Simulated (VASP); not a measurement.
Output of a VASP run:

File OSZICAR:
```
       N       E                     dE             d eps       ncg     rms          rms(c)
DAV:   1     0.146597081652E+03    0.14660E+03   -0.16379E+04   520   0.129E+03
DAV:   2    -0.158588250735E+03   -0.30519E+03   -0.30041E+03   660   0.285E+02
DAV:   3    -0.194965040540E+03   -0.36377E+02   -0.36203E+02   604   0.113E+02
DAV:   4    -0.196302328739E+03   -0.13373E+01   -0.13339E+01   664   0.268E+01
DAV:   5    -0.196342349358E+03   -0.40021E-01   -0.40011E-01   774   0.417E+00    0.306E+00
DAV:   6    -0.192366879934E+03    0.39755E+01   -0.12073E+00   632   0.117E+01    0.290E+00
DAV:   7    -0.187812663891E+03    0.45542E+01   -0.10773E+00   564   0.553E+00    0.113E+00
DAV:   8    -0.188330707637E+03   -0.51804E+00   -0.41054E-01   606   0.399E+00    0.608E-01
DAV:   9    -0.188641748988E+03   -0.31104E+00   -0.24814E-01   544   0.375E+00    0.683E-01
DAV:  10    -0.188849564437E+03   -0.20782E+00   -0.28752E-01   520   0.500E+00    0.491E-01
DAV:  11    -0.188552469617E+03    0.29709E+00   -0.23227E-01   524   0.464E+00    0.161E-01
DAV:  12    -0.188659482506E+03   -0.10701E+00   -0.81586E-02   528   0.268E+00    0.184E-01
DAV:  13    -0.188659847323E+03   -0.36482E-03   -0.22081E-03   646   0.340E-01    0.132E-01
DAV:  14    -0.188677851899E+03   -0.18005E-01   -0.89425E-03   530   0.910E-01    0.103E-01
DAV:  15    -0.188679497477E+03   -0.16456E-02   -0.20058E-03   556   0.361E-01    0.111E-01
DAV:  16    -0.188680812179E+03   -0.13147E-02   -0.39696E-03   532   0.612E-01    0.105E-01
DAV:  17    -0.188681146504E+03   -0.33432E-03   -0.25091E-03   530   0.464E-01    0.923E-02
DAV:  18    -0.188681245578E+03   -0.99074E-04   -0.84473E-04   536   0.267E-01    0.748E-02
DAV:  19    -0.188681260850E+03   -0.15272E-04   -0.30167E-05   650   0.492E-02    0.686E-02
DAV:  20    -0.188681210866E+03    0.49984E-04   -0.10269E-04   534   0.946E-02    0.575E-02
DAV:  21    -0.188681229790E+03   -0.18923E-04   -0.90726E-06   552   0.214E-02    0.510E-02
DAV:  22    -0.188681253356E+03   -0.23566E-04   -0.10885E-05   534   0.339E-02    0.426E-02
DAV:  23    -0.188681259080E+03   -0.57244E-05   -0.92482E-06   532   0.293E-02    0.397E-02
DAV:  24    -0.188681262555E+03   -0.34742E-05   -0.14829E-06   536   0.111E-02    0.376E-02
DAV:  25    -0.188681264596E+03   -0.20415E-05   -0.10480E-06   536   0.100E-02    0.350E-02
DAV:  26    -0.188681267244E+03   -0.26478E-05   -0.60060E-07   572   0.650E-03    0.294E-02
DAV:  27    -0.188681267185E+03    0.59323E-07   -0.66526E-07   538   0.738E-03
   1 F= -.18868127E+03 E0= -.18868127E+03  d E =0.000000E+00
       N       E                     dE             ncg
       N       E                     dE             ncg
       N       E                     dE             ncg
       N       E                     dE             ncg
       N       E                     dE             ncg
       N       E                     dE             ncg
```

File OUTCAR:
```
------------------------ aborting loop because EDIFF is reached ----------------------------------------
  FORCE on cell =-STRESS in cart. coord.  units (eV):
  Direction    XX          YY          ZZ          XY          YZ          ZX
  --------------------------------------------------------------------------------------
  Total       -0.0468213     -0.0468213     -0.0468213      0.0000000      0.0000000     -0.0000000
  in kB       -0.3115906     -0.3115906     -0.3115906      0.0000000      0.0000000     -0.0000000
  external PRESSURE =      -0.3115906 kB  Pullay stress =       0.0000000 kB
  volume of cell :      240.75
      direct lattice vectors                 reciprocal lattice vectors
     6.220946134  0.000000000  0.000000000     0.160747253  0.000000000  0.000000000
     0.000000000  6.220946134  0.000000000     0.000000000  0.160747253  0.000000000
     0.000000000  0.000000000  6.220946134     0.000000000  0.000000000  0.160747253
 POSITION                                       TOTAL-FORCE (eV/Angst)
 -----------------------------------------------------------------------------------
      0.00000      0.00000      0.00000         0.000000      0.000000      0.000000
      0.00000      3.11047      3.11047         0.000000      0.000000      0.000000
      3.11047      0.00000      3.11047         0.000000      0.000000      0.000000
      3.11047      3.11047      0.00000         0.000000      0.000000      0.000000
      3.11047      3.11047      3.11047         0.000000      0.000000      0.000000
 -----------------------------------------------------------------------------------
    total drift:                                0.000000     -0.000000     -0.000000
  FREE ENERGIE OF THE ION-ELECTRON SYSTEM (eV)
  ---------------------------------------------------
  free  energy   TOTEN  =      -188.6812671846 eV

  energy  without entropy=     -188.6812671846  energy(sigma->0) =     -188.68126718

 total charge

# of ion       s       p       d       tot
------------------------------------------
    1        1.851   4.714   0.010   6.575
    2        1.509   2.816   0.010   4.334
    3        1.509   2.816   0.010   4.334
    4        1.509   2.816   0.010   4.334
    5        1.386   0.617   9.988  11.991
--------------------------------------------------
tot          7.763  13.778  10.029  31.569
```
(Selected blocks of OUTCAR.)

File POSCAR:
```
CsSnI3
1
    6.2209461336     0.0000000000    -0.0000000000
   -0.0000000000     6.2209461336    -0.0000000000
    0.0000000000     0.0000000000     6.2209461336
Cs I Sn
1 3 1
Direct
  0.0000000000   0.0000000000   0.0000000000
  0.0000000000   0.5000000000   0.5000000000
  0.5000000000   0.0000000000   0.5000000000
  0.5000000000   0.5000000000   0.0000000000
  0.5000000000   0.5000000000   0.5000000000
```

Q: Reconstruct the remaining input files.

A: Several could match; the one computed here: the input of the run itself, SCAN meta-GGA, plane waves, VASP's PBE PAW potentials (set 64).

File KPOINTS_OPT:
```
k-points along high-symmetry lines
10
Line-mode
Reciprocal
  0.000000   0.000000   0.000000 ! GAMMA
  0.000000   0.500000   0.000000 ! X

  0.000000   0.500000   0.000000 ! X
  0.500000   0.500000   0.000000 ! M

  0.500000   0.500000   0.000000 ! M
  0.000000   0.000000   0.000000 ! GAMMA

  0.000000   0.000000   0.000000 ! GAMMA
  0.500000   0.500000   0.500000 ! R

  0.500000   0.500000   0.500000 ! R
  0.000000   0.500000   0.000000 ! X

  0.500000   0.500000   0.500000 ! R
  0.500000   0.500000   0.000000 ! M
```

KPOINTS:
```
kpoints
0
G
4 4 4
0 0 0
```

**INCAR**
```
SYSTEM = CsSnI3
PREC = Accurate
ENCUT = 400
EDIFF = 1E-7
NELM = 100
ALGO = Normal
LREAL = .FALSE.
LASPH = .TRUE.
ISMEAR = -5
METAGGA = SCAN
LMIXTAU = .TRUE.
LMAXMIX = 4
LWAVE = .FALSE.
LCHARG = .FALSE.
LORBIT = 11
NEDOS = 601
ISIF = 2
LEFG = .TRUE.
```

POTCAR, in this order: Cs_sv I Sn_d (PBE.64 set). Program: vasp_std.

The structure comes from a measured CsSnI3 entry (Pm-3m) of the Crystallography Open Database, whose conditions weren't checked. It was relaxed first.
